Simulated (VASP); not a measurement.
Here is the system:

```xyz
2
Lattice="1.4750 -2.5548 0.0000 1.4750 2.5548 0.0000 0.0000 0.0000 4.6800" Properties=species:S:1:pos:R:3 pbc="T T T"
Ti     1.4750     0.8516     1.1700
Ti     1.4750    -0.8516     3.5100
```

All values below come from vdW-DF2, VASP's PBE PAW potentials (set 64) (plane waves; VASP 6.6.1). Settings: 520 eV cut-off, 13×13×7 Γ-centred mesh, first-order Methfessel-Paxton smearing of 0.10 eV, potentials Ti_sv.

**Question.** The ions, cell shape and volume are relaxed. What does this cell relax into?

**Answer.** 
```xyz
2
Lattice="1.4834 -2.5692 0.0000 1.4834 2.5692 0.0000 0.0000 0.0000 4.7098" Properties=species:S:1:pos:R:3 pbc="T T T"
Ti     1.4834     0.8564     1.1775
Ti     1.4834    -0.8564     3.5324
```
Space group P6_3/mmc (194), at a tolerance of 0.03 Å.

**Question.** How do energy and volume change from the first to the last step?

**Answer.** The energy (σ→0) changes by -1.9 meV/atom and the volume by +1.8 %, in 3 ionic steps.

The compound is Ti in the hcp structure. This run relaxes it. Symmetry was kept, so distortions that lower it aren't found.
